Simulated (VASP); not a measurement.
Here is the system:

```
CELL_PARAMETERS angstrom
      0.00000     2.88876     2.88876
      2.88876     0.00000     2.88876
      2.88876     2.88876     0.00000
ATOMIC_POSITIONS crystal
  Rb 0.00000 0.00000 0.00000
  Br 0.50000 0.50000 0.50000
```

Computed with PBE GGA, VASP's PBE PAW potentials (set 64) (plane waves; VASP). Numerical set-up: 500 eV cut-off, 8×8×8 Γ-centred mesh, Gaussian smearing of 0.050 eV, potentials Rb_sv Br.

Question: Predict the energy per atom (σ→0), pressure, band gap (on the k-mesh) with the smallest direct gap where there is one.

Answer: 
```
Property                                      Value
-----------------------------------  --------------
band gap (on the k-mesh)                    4.26 eV
smallest direct gap (on the k-mesh)         4.26 eV
energy per atom (σ→0)                -2.053 eV/atom
pressure                                  29.92 GPa
```

The absolute energy has meaning only against runs of the same code, potentials and settings.

The compound is RbBr in the rock salt structure. It was relaxed first under an external pressure of 30 GPa.
